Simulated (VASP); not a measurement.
# BaZn2H6 (P4/mmm) in VASP: single point with PBE

Aim: the single point of BaZn2H6 with PBE.

All numbers are computed with VASP 6.6.1; they aren't measurements. Logs are shortened: lines on timing, memory, paths and dates and some standing lists are left out, and cuts for length are marked.

**1. The cell of the first run**

It takes space group P4/mmm (No. 123, tetragonal). Conventional cell: a = 5.310 Å, b = 5.310 Å, c = 3.944 Å, α = 90.00°, β = 90.00°, γ = 90.00°. Ba (site symmetry 4/mmm) has 12 H at 2.66 to 2.67 Å as nearest neighbours. Zn (site symmetry mmm) is surrounded by 6 H at 1.88 to 1.97 Å. H (site symmetry mmm) is surrounded by 2 Zn at 1.97 Å. Around H (site symmetry m2m) lie 2 Zn at 1.88 Å.

The cell was built by a generator and needn't be a form met in nature.

**2. Single point, PBE (ordered vacancies on the A sites of perovskite (P4/mmm, No. 123))**

Input file INCAR:

```
ALGO = Fast ; EDIFF = 1E-6
ENCUT = 520 ; GGA = PE
ISIF = 2 ; ISMEAR = 0
LASPH = T ; LCHARG = T
LELF = T ; LREAL = F
LVHAR = T ; LWAVE = F
NBANDS = 30 ; NELM = 100
PREC = Accurate ; SIGMA = 0.1
```

Input file KPOINTS:

```
k-points
0
Gamma
  8 8 10
```

Input file POSCAR:

```
BaZn2H6
1.0
    5.3103850075      0.0000000000      0.0000000000
    0.0000000000      5.3103850075      0.0000000000
    0.0000000000      0.0000000000      3.9444038587
Ba Zn H
1 2 6
Direct
    0.5000000000      0.5000000000      0.5000000000
    0.0000000000      0.5000000000      0.0000000000
    0.5000000000      0.0000000000      0.0000000000
    0.0000000000      0.5000000000      0.5000000000
    0.5000000000      0.0000000000      0.5000000000
    0.2602093730      0.7397906270      0.0000000000
    0.7397906270      0.2602093730      0.0000000000
    0.2602093730      0.2602093730      0.0000000000
    0.7397906270      0.7397906270      0.0000000000
```

Potentials or basis: VASP PAW PBE potentials, release 64 (Ba_sv, Zn, H).

Run with:

```
> cat potpaw_PBE.64/Ba_sv/POTCAR potpaw_PBE.64/Zn/POTCAR potpaw_PBE.64/H/POTCAR > POTCAR
> mpirun -np 1 vasp_std > vasp.out
```

OUTCAR:

```text
EDIFF = 1E-6
   ENCUT = 520
   GGA = PE
   ISIF = 2
   ISMEAR = 0
   LASPH = T
   LREAL = F
   NELM = 100
   PREC = Accurate

 ion  position               nearest neighbor table
   1  0.500  0.500  0.500-   4 2.66   5 2.66   5 2.66   4 2.66   8 2.67   9 2.67   6 2.67   7 2.67
                             8 2.67   9 2.67   6 2.67   7 2.67   2 3.31   3 3.31   3 3.31   2 3.31
   2  0.000  0.500  0.000-   6 1.88   7 1.88   8 1.88   9 1.88   1 3.31   1 3.31   1 3.31   1 3.31

   3  0.500  0.000  0.000-   6 1.88   7 1.88   8 1.88   9 1.88   1 3.31   1 3.31   1 3.31   1 3.31

   4  0.000  0.500  0.500-   1 2.66   1 2.66
   5  0.500  0.000  0.500-   1 2.66   1 2.66
   6  0.260  0.740  0.000-   2 1.88   3 1.88   1 2.67   1 2.67
   7  0.740  0.260  0.000-   2 1.88   3 1.88   1 2.67   1 2.67
   8  0.260  0.260  0.000-   2 1.88   3 1.88   1 2.67   1 2.67
   9  0.740  0.740  0.000-   2 1.88   3 1.88   1 2.67   1 2.67

  LATTYP: Found a simple tetragonal cell.
 ALAT       =     5.3103850075
 C/A-ratio  =     0.7427717299

  Lattice vectors:

 A1 = (   5.3103850075,   0.0000000000,   0.0000000000)
 A2 = (   0.0000000000,   5.3103850075,   0.0000000000)
 A3 = (   0.0000000000,   0.0000000000,   3.9444038587)

Analysis of symmetry for initial positions (statically):
=====================================================================
 Subroutine PRICEL returns:
 Original cell was already a primitive cell.

 Routine SETGRP: Setting up the symmetry group for a
 simple tetragonal supercell.

 Subroutine GETGRP returns: Found 16 space group operations
 (whereof 16 operations were pure point group operations)
 out of a pool of 16 trial point group operations.

The static configuration has the point symmetry D_4h.

Analysis of symmetry for dynamics (positions and initial velocities):
=====================================================================
 Subroutine PRICEL returns:
 Original cell was already a primitive cell.

 Routine SETGRP: Setting up the symmetry group for a
 simple tetragonal supercell.

 Subroutine GETGRP returns: Found 16 space group operations
 (whereof 16 operations were pure point group operations)
 out of a pool of 16 trial point group operations.

The dynamic configuration has the point symmetry D_4h.

 Subroutine INISYM returns: Found 16 space group operations
 (whereof 16 operations are pure point group operations),
 and found     1 'primitive' translations

----------------------------------------------------------------------------------------

                                     Primitive cell

  volume of cell :     111.2329

  direct lattice vectors                    reciprocal lattice vectors
     5.310385007  0.000000000  0.000000000     0.188310263  0.000000000  0.000000000
     0.000000000  5.310385007  0.000000000     0.000000000  0.188310263  0.000000000
     0.000000000  0.000000000  3.944403859     0.000000000  0.000000000  0.253523735

  length of vectors
     5.310385007  5.310385007  3.944403859     0.188310263  0.188310263  0.253523735

  position of ions in fractional coordinates (direct lattice)
     0.500000000  0.500000000  0.500000000
     0.000000000  0.500000000  0.000000000
     0.500000000  0.000000000  0.000000000
     0.000000000  0.500000000  0.500000000
     0.500000000  0.000000000  0.500000000
     0.260209373  0.739790627  0.000000000
     0.739790627  0.260209373  0.000000000
     0.260209373  0.260209373  0.000000000
     0.739790627  0.739790627  0.000000000

  ion indices of the primitive-cell ions
   primitive index   ion index
                 1           1
                 2           2
                 3           3
                 4           4
                 5           5
                 6           6
                 7           7
                 8           8
                 9           9

----------------------------------------------------------------------------------------

 KPOINTS: k-points

Automatic generation of k-mesh.
 Grid dimensions read from file:
 generate k-points for:    8    8   10

 Generating k-lattice:

  Cartesian coordinates                     Fractional coordinates (reciprocal lattice)
     0.023538783  0.000000000  0.000000000     0.125000000  0.000000000  0.000000000
     0.000000000  0.023538783  0.000000000     0.000000000  0.125000000  0.000000000
     0.000000000  0.000000000  0.025352374     0.000000000  0.000000000  0.100000000

  Length of vectors
     0.023538783  0.023538783  0.025352374

  Shift w.r.t. Gamma in fractional coordinates (k-lattice)
     0.000000000  0.000000000  0.000000000

 Subroutine IBZKPT returns following result:
 ===========================================

 Found     90 irreducible k-points:

 Following reciprocal coordinates:
            Coordinates               Weight
  0.000000  0.000000  0.000000      1.000000
  0.125000  0.000000  0.000000      4.000000
  0.250000  0.000000  0.000000      4.000000
  0.375000  0.000000  0.000000      4.000000
  0.500000  0.000000  0.000000      2.000000
  0.125000  0.125000  0.000000      4.000000
[... 16 lines left out ...]
  0.375000  0.125000  0.100000     16.000000
  0.500000  0.125000  0.100000      8.000000
 [... further k-points ...]
   k-points           NKPTS =     90   k-points in BZ     NKDIM =     90   number of bands    NBANDS=     30
   number of dos      NEDOS =    301   number of ions     NIONS =      9
   total plane-waves  NPLWV =  48000
   dimension x,y,z NGX =    40 NGY =   40 NGZ =   30
   dimension x,y,z NGXF=    80 NGYF=   80 NGZF=   60
   ions per type =               1   2   6
   NGX,Y,Z   is equivalent  to a cutoff of  12.52, 12.52, 12.64 a.u.
   NGXF,Y,Z  is equivalent  to a cutoff of  25.04, 25.04, 25.29 a.u.
 SYSTEM =  unknown system
   PREC   = accura    normal or accurate (medium, high low for compatibility)
   ISTART =      0    job   : 0-new  1-cont  2-samecut
   ICHARG =      2    charge: 1-file 2-atom 10-const
   ISPIN  =      1    spin polarized calculation?
   LNONCOLLINEAR =      F non collinear calculations
   LSORBIT =      F    spin-orbit coupling
   LASPH  =      T    aspherical Exc in radial PAW
   ENCUT  =  520.0 eV  38.22 Ry    6.18 a.u.   9.87  9.87  7.33*2*pi/ulx,y,z
   NELM   =    100;   NELMIN=  2; NELMDL= -5     # of ELM steps
   EDIFF  = 0.1E-05   stopping-criterion for ELM
   LREAL  =      F    real-space projection
   EDIFFG = 0.1E-04   stopping-criterion for IOM
   NSW    =      0    number of steps for IOM
   IBRION =     -1    ionic relax: 0-MD 1-quasi-New 2-CG
   NFREE  =      0    steps in history (QN), initial steepest desc. (CG)
   ISIF   =      2    stress and relaxation
   ISYM   =      2    0-nonsym 1-usesym 2-fastsym
   POTIM  = 0.5000    time-step for ionic-motion
   TEBEG  =    0.0;   TEEND  =   0.0 temperature during run
   PSTRESS=    0.0 pullay stress
   NELECT =      40.0000    total number of electrons
   NUPDOWN=      -1.0000    fix difference up-down
   EMIN   =  10.00;   EMAX   =-10.00  energy-range for DOS
   EFERMI =   0.00;   METHOD = LEGACY
   ISMEAR =     0;   SIGMA  =   0.10  broadening in eV -4-tet -1-fermi 0-gaus
   EFERMI_NEDOS =   21; number of points for ismear=-14 and -15
   IALGO  =     68    algorithm
   IMIX   =      4    mixing-type and parameters
     AMIX     =   0.40;   BMIX     =  1.00
     AMIX_MAG =   1.60;   BMIX_MAG =  1.00
  volume/ion in A,a.u.               =      12.36        83.40
  Fermi-wavevector in a.u.,A,eV,Ry     =   1.164172  2.199965 18.439917  1.355296
  Thomas-Fermi vector in A             =   2.300713
   LORBIT       =      0    0 simple, 1 ext, 2 COOP (PROOUT), +10 PAW based schemes
   GGA     = PE    functional components
   LHFCALC =     F    Hartree Fock is set to
   AEXX    =    0.0000 exact exchange contribution
   IVDW    =     0    specifies the selected vdW correction
   LEPSILON=     F    determine dielectric tensor
   LRPA    =     F    only Hartree local field effects (RPA)
 non-spin polarized calculation
 RMM-DIIS sequential band-by-band and
 Gauss-broadening in eV      SIGMA  =   0.10
  energy-cutoff  :      520.00
  volume of cell :      111.23
 maximum number of plane-waves:      3032
 NGX is ok and might be reduce to    40
   NGX = 19   NGY = 19   NGZ = 15

 number of electron      40.0000052 magnetization

 Free energy of the ion-electron system (eV)
  ---------------------------------------------------
  ext. energy  EPLUGINS =         0.00000000
  ---------------------------------------------------
  free energy    TOTEN  =       -24.97951856 eV

  energy without entropy =      -24.97756279  energy(sigma->0) =      -24.97854068

 E-fermi :   0.4629     XC(G=0):  -8.8039

 val. band max:        0.3983204065   @ k =   0.1250   0.0000   0.3000
 cond. band min:       0.4779172089   @ k =   0.2500   0.0000   0.5000
 fundamental gap:      0.0795968024
 Fermi energy:         0.4629036389

 k-point     1 :       0.0000    0.0000    0.0000
  band No.  band energies     occupation
      1     -26.2787      2.00000
      2     -11.7436      2.00000
      3     -11.7436      2.00000
      4     -11.2831      2.00000
      5      -7.3981      2.00000
      6      -6.7836      2.00000
[... 22 lines left out ...]
     29       7.4783      0.00000
     30       8.0668      0.00000

 k-point     2 :       0.1250    0.0000    0.0000
  band No.  band energies     occupation
      1     -26.2781      2.00000
      2     -11.7852      2.00000
      3     -11.7429      2.00000
      4     -11.2839      2.00000
      5      -7.2972      2.00000
      6      -6.7629      2.00000
[... 22 lines left out ...]
     29       7.3672      0.00000
     30       7.7640      0.00000

 k-point     3 :       0.2500    0.0000    0.0000
  band No.  band energies     occupation
      1     -26.2767      2.00000
      2     -11.8808      2.00000
      3     -11.7411      2.00000
      4     -11.2860      2.00000
      5      -7.0387      2.00000
      6      -6.7024      2.00000
[... 22 lines left out ...]
     29       7.1553      0.00000
     30       8.1532      0.00000

 k-point     4 :       0.3750    0.0000    0.0000
  band No.  band energies     occupation
      1     -26.2753      2.00000
      2     -11.9702      2.00000
      3     -11.7393      2.00000
      4     -11.2882      2.00000
      5      -6.7373      2.00000
      6      -6.6330      2.00000
[... 22 lines left out ...]
     29       7.7122      0.00000
     30       8.9099      0.00000

 k-point     5 :       0.5000    0.0000    0.0000
  band No.  band energies     occupation
      1     -26.2747      2.00000
      2     -12.0056      2.00000
      3     -11.7386      2.00000
      4     -11.2890      2.00000
      5      -6.6384      2.00000
      6      -6.5502      2.00000
[... 22 lines left out ...]
     29       8.4033      0.00000
     30       8.7380      0.00000
[... 526 lines left out ...]
     29       7.7043      0.00000
     30       8.0065      0.00000

 k-point    22 :       0.2500    0.1250    0.1000
  band No.  band energies     occupation
      1     -26.2689      2.00000
      2     -11.8571      2.00000
      3     -11.7634      2.00000
      4     -11.4170      2.00000
      5      -6.8657      2.00000
      6      -6.6514      2.00000
[... 22 lines left out ...]
     29       7.1134      0.00000
     30       8.2582      0.00000

 k-point    23 :       0.3750    0.1250    0.1000
  band No.  band energies     occupation
      1     -26.2676      2.00000
      2     -11.9423      2.00000
      3     -11.7613      2.00000
      4     -11.4150      2.00000
      5      -6.7020      2.00000
      6      -6.5639      2.00000
[... 22 lines left out ...]
     29       7.7207      0.00000
     30       8.3969      0.00000

 k-point    24 :       0.5000    0.1250    0.1000
  band No.  band energies     occupation
      1     -26.2670      2.00000
      2     -11.9760      2.00000
      3     -11.7605      2.00000
      4     -11.4144      2.00000
      5      -6.6007      2.00000
      6      -6.5928      2.00000
[... 22 lines left out ...]
     29       8.0443      0.00000
     30       8.6988      0.00000

 [... further k-points ...]

------------------------ aborting loop because EDIFF is reached ----------------------------------------

  FORCE on cell =-STRESS in cart. coord.  units (eV):
  Direction    XX          YY          ZZ          XY          YZ          ZX
  --------------------------------------------------------------------------------------
  -------------------------------------------------------------------------------------
  Total        0.3610430      0.3610430      0.4496895      0.0000000      0.0000000      0.0000000
  in kB        5.2003925      5.2003925      6.4772390      0.0000000      0.0000000      0.0000000
  external PRESSURE =       5.6260080 kB  Pullay stress =       0.0000000 kB

 VOLUME and BASIS-vectors are now :
 -----------------------------------------------------------------------------
  energy-cutoff  :      520.00
  volume of cell :      111.23
      direct lattice vectors                 reciprocal lattice vectors
     5.310385007  0.000000000  0.000000000     0.188310263  0.000000000  0.000000000
     0.000000000  5.310385007  0.000000000     0.000000000  0.188310263  0.000000000
     0.000000000  0.000000000  3.944403859     0.000000000  0.000000000  0.253523735

 POSITION                                       TOTAL-FORCE (eV/Angst)
 -----------------------------------------------------------------------------------
      2.65519      2.65519      1.97220         0.000000      0.000000     -0.000000
      0.00000      2.65519      0.00000         0.000000      0.000000     -0.000000
      2.65519      0.00000      0.00000         0.000000      0.000000     -0.000000
      0.00000      2.65519      1.97220         0.000000      0.000000     -0.000000
      2.65519      0.00000      1.97220         0.000000      0.000000     -0.000000
      1.38181      3.92857      0.00000        -0.025461      0.025461      0.000000
      3.92857      1.38181      0.00000         0.025461     -0.025461     -0.000000
      1.38181      1.38181      0.00000        -0.025461     -0.025461     -0.000000
      3.92857      3.92857      0.00000         0.025461      0.025461     -0.000000
 -----------------------------------------------------------------------------------
    total drift:                                0.000000      0.000000     -0.000000

  FREE ENERGIE OF THE ION-ELECTRON SYSTEM (eV)
  ---------------------------------------------------
  free  energy   TOTEN  =       -24.9795185603 eV

  energy  without entropy=      -24.9775627938  energy(sigma->0) =      -24.97854068
```

Wall time 3.9 min (1 thread of Intel Xeon Platinum 8559C (Emerald Rapids), shared host); peak memory 0.42 GiB.

Results:

- Free energy: -24.9795 eV
- Pressure: 0.6 GPa
- Largest force: 0.036 eV/Å
- Band gap on the k mesh: none (metal or under the smearing width)

Forces in eV/Å, atoms in the order of the input:
```
Ba   0.000  0.000  0.000
Zn   0.000  0.000  0.000
Zn   0.000  0.000  0.000
H    0.000  0.000  0.000
H    0.000  0.000  0.000
H   -0.025  0.025  0.000
H    0.025 -0.025  0.000
H   -0.025 -0.025  0.000
H    0.025  0.025  0.000
```

Levels at points of the mesh, in eV from the Fermi level:
| k point | band 16 | band 17 | band 18 | band 19 | band 20 | band 21 | band 22 | band 23 | band 24 | band 25 |
| --- | --- | --- | --- | --- | --- | --- | --- | --- | --- | --- |
| (0.00, 0.00, 0.00) | -4.55 | -3.17 | -3.17 | -0.96 | -0.14 | 3.61 | 4.31 | 4.38 | 4.71 | 4.71 |
| (0.50, 0.00, 0.00) | -5.76 | -2.19 | -2.17 | -1.76 | -0.92 | 2.91 | 2.91 | 3.64 | 4.42 | 5.09 |
| (0.50, 0.50, 0.00) | -5.08 | -4.75 | -4.07 | 0.24 | 0.24 | 2.54 | 2.99 | 2.99 | 3.27 | 5.61 |
| (0.00, 0.00, 0.50) | -4.15 | -4.11 | -4.11 | -3.72 | -1.15 | 0.49 | 4.24 | 4.24 | 4.54 | 6.44 |
| (0.50, 0.00, 0.50) | -4.59 | -3.90 | -2.98 | -2.86 | -1.60 | 1.82 | 2.35 | 3.67 | 4.45 | 5.42 |
| (0.50, 0.50, 0.50) | -4.78 | -3.44 | -2.96 | -2.82 | -2.82 | 2.48 | 4.53 | 4.57 | 4.99 | 4.99 |

The run has no spin-orbit coupling, so splittings on Ba are missing.
